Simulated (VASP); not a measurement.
Given:

```xyz
5
Lattice="4.1123 0.0000 0.0000 0.0000 4.1123 0.0000 0.0000 0.0000 4.1123" Properties=species:S:1:pos:R:3 pbc="T T T"
K      0.0000     0.0000     0.0000
Zn     2.0562     2.0562     2.0562
F      2.0562     0.0000     2.0562
F      0.0000     2.0562     2.0562
F      2.0562     2.0562     0.0000
```

The numbers are results of SCAN meta-GGA, VASP's PBE PAW potentials (set 64) (plane waves; VASP 6.6.1), not measurements. Settings: 520 eV cut-off, 6×6×6 Γ-centred mesh, Gaussian smearing of 0.050 eV, potentials K_sv Zn F.

Q: What does the run give for the energy per atom (σ→0), pressure, band gap (on the k-mesh) with the smallest direct gap where there is one?

A: 
```yaml
band gap (on the k-mesh): 4.37 eV
smallest direct gap (on the k-mesh): 6.06 eV
energy per atom (σ→0): -9.260 eV/atom
pressure: -4.30 GPa
```

The compound is KZnF3 in the cubic perovskite structure. This cell is one point of a volume scan, at 1.06 of the reference volume.
